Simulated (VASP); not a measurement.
Computed with rev-vdW-DF2, VASP's PBE PAW potentials (set 64) (plane waves; VASP).

VASP input:

### POSCAR
```
ZrC
1
    0.0000000000     2.3245781462     2.3245781462
    2.3245781462     0.0000000000     2.3245781462
    2.3245781462     2.3245781462     0.0000000000
Zr C
1 1
Direct
  0.0000000000   0.0000000000   0.0000000000
  0.5000000000   0.5000000000   0.5000000000
```

KPOINTS:
```
Automatic mesh
0
Gamma
13 13 13
0 0 0
```

### INCAR
```
EDIFF=1E-7   # SCF stop (eV)
ALGO=Normal
LREAL=.False.   # projection in real space or not
LMAXMIX=4   # l cut-off of mixed one-centre charges
LCHARG=.False.
LWAVE=.False.
LUSE_VDW=.True.
LASPH=.True.   # aspherical one-centre terms
ISMEAR=1   # Methfessel-Paxton
PREC=Accurate
PARAM2=0.7114
GGA=MK
PARAM1=0.1234568
ENCUT=520   # plane-wave cut-off (eV)
AGGAC=0.0
ISIF=2   # forces and stress, cell fixed
SIGMA=0.1   # width (eV)
ZAB_VDW=-1.8867
NELM=100   # most electronic steps
SYSTEM=ZrC
```

POTCAR, in this order: Zr_sv C (PBE.64 set). Program: vasp_std.

What VASP printed:

OSZICAR:
```
       N       E                     dE             d eps       ncg     rms          rms(c)
DAV:   1     0.111852324351E+03    0.11185E+03   -0.91183E+03  2024   0.136E+03
DAV:   2    -0.139214810869E+02   -0.12577E+03   -0.11810E+03  2328   0.335E+02
DAV:   3    -0.197049926253E+02   -0.57835E+01   -0.56621E+01  2972   0.636E+01
DAV:   4    -0.199334747343E+02   -0.22848E+00   -0.22831E+00  2508   0.121E+01
DAV:   5    -0.199412126175E+02   -0.77379E-02   -0.77374E-02  2968   0.171E+00    0.227E+01
DAV:   6    -0.165789769599E+02    0.33622E+01   -0.16641E+01  2272   0.287E+01    0.884E+00
DAV:   7    -0.164508313948E+02    0.12815E+00   -0.74163E-01  2344   0.712E+00    0.652E+00
DAV:   8    -0.164461676232E+02    0.46638E-02   -0.13245E-01  2156   0.339E+00    0.173E+00
DAV:   9    -0.164413294556E+02    0.48382E-02   -0.30643E-02  2396   0.117E+00    0.466E-01
DAV:  10    -0.164417349617E+02   -0.40551E-03   -0.19821E-03  2344   0.565E-01    0.390E-01
DAV:  11    -0.164415317404E+02    0.20322E-03   -0.68896E-04  2216   0.208E-01    0.178E-02
DAV:  12    -0.164415303865E+02    0.13540E-05   -0.14703E-05  2904   0.394E-02    0.115E-02
DAV:  13    -0.164415300267E+02    0.35980E-06   -0.51431E-07  2400   0.612E-03    0.133E-03
DAV:  14    -0.164415300340E+02   -0.73521E-08   -0.15023E-08  1228   0.117E-03
   1 F= -.16441530E+02 E0= -.16441472E+02  d E =-.173334E-03
```

File OUTCAR:
```
------------------------ aborting loop because EDIFF is reached ----------------------------------------
  FORCE on cell =-STRESS in cart. coord.  units (eV):
  Direction    XX          YY          ZZ          XY          YZ          ZX
  --------------------------------------------------------------------------------------
  Total        1.1535234      1.1535234      1.1535234     -0.0000000     -0.0000000     -0.0000000
  in kB       73.5655589     73.5655589     73.5655589     -0.0000000     -0.0000000     -0.0000000
  external PRESSURE =      73.5655589 kB  Pullay stress =       0.0000000 kB
  volume of cell :       25.12
      direct lattice vectors                 reciprocal lattice vectors
     0.000000000  2.324578146  2.324578146    -0.215092790  0.215092790  0.215092790
     2.324578146  0.000000000  2.324578146     0.215092790 -0.215092790  0.215092790
     2.324578146  2.324578146  0.000000000     0.215092790  0.215092790 -0.215092790
 POSITION                                       TOTAL-FORCE (eV/Angst)
 -----------------------------------------------------------------------------------
      0.00000      0.00000      0.00000        -0.000000     -0.000000     -0.000000
      2.32458      2.32458      2.32458         0.000000      0.000000      0.000000
 -----------------------------------------------------------------------------------
    total drift:                                0.000000     -0.000000     -0.000000
  FREE ENERGIE OF THE ION-ELECTRON SYSTEM (eV)
  ---------------------------------------------------
  free  energy   TOTEN  =       -16.4415300340 eV

  energy  without entropy=      -16.4413567005  energy(sigma->0) =      -16.44147226
```
(Selected blocks of OUTCAR.)

The compound is ZrC in the rock salt structure. This cell is one point of a volume scan, at 0.97 of the reference volume.
